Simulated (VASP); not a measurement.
RbBi6: single point with PBE

The system is RbBi6.

```xyz
7
Lattice="6.0702 0.0000 0.0000 0.0000 6.0702 0.0000 0.0000 0.0000 6.0702" Properties=species:S:1:pos:R:3 pbc="T T T"
Rb    0.0000    0.0000    0.0000
Bi    4.8630    3.0351    3.0351
Bi    1.2072    3.0351    3.0351
Bi    3.0351    3.0351    4.8630
Bi    3.0351    3.0351    1.2072
Bi    3.0351    1.2072    3.0351
Bi    3.0351    4.8630    3.0351
```

The cell was built by a generator and needn't be a form met in nature.

The cell isn't the ideal one: species swapped into the YB6 type (Pm-3m, No. 221).

| Property | Result |
| --- | --- |
| Program | VASP 6.6.1 |
| Task | single point |
| Functional | PBE |
| Potentials or basis | VASP PAW PBE potentials, release 64 (Rb_sv, Bi_d) |
| Cutoff | 520 eV |
| k mesh | 4 × 4 × 4 |
| Occupations | gaussian, width 0.1 eV |
| Spin | no spin polarisation |
| Dipole correction | no |
| Further INCAR settings | ALGO = Fast; EDIFF = 1e-07; NBANDS = 58 |

```json
{"Pressure": "64.9 GPa", "Largest force": "8.482 eV/Å", "Band gap on the k mesh": "none (metal or under the smearing width)"}
```

Forces on the atoms (eV/Å):
```
Rb   0.000  0.000  0.000
Bi   8.482  0.000  0.000
Bi  -8.482  0.000  0.000
Bi   0.000  0.000  8.482
Bi   0.000  0.000 -8.482
Bi   0.000 -8.482  0.000
Bi   0.000  8.482  0.000
```

Levels at points of the mesh, in eV from the Fermi level:
```tsv
k point	band 46	band 47	band 48	band 49	band 50	band 51	band 52	band 53	band 54	band 55
(0.00, 0.00, 0.00)	-1.69	-1.69	-1.27	-1.27	-1.27	0.69	2.20	2.20	3.19	3.19
(0.50, 0.00, 0.00)	-2.10	-1.51	-1.51	-1.11	1.70	1.70	2.38	3.16	3.20	3.72
(0.50, 0.50, 0.00)	-2.76	-1.28	-1.28	1.33	1.62	1.93	1.95	1.95	2.31	3.06
(0.50, 0.50, 0.50)	-5.22	-0.72	1.04	1.44	1.44	1.44	1.67	1.67	1.67	1.99
```

Wall time 6.3 min on 1 thread of AMD EPYC 7R43 64-Core Processor (Zen 3), with other jobs on the host, peak memory 0.34 GiB.

Caveat: a pressure of tens of GPa on the cell as given is suspect, and the run, the potentials or the cell itself is likely at fault; spin-orbit coupling is left out, which moves the levels of the heavy elements; forces of over 1 eV/Å show positions far from the minimum, so gaps and moduli don't describe the material at rest.
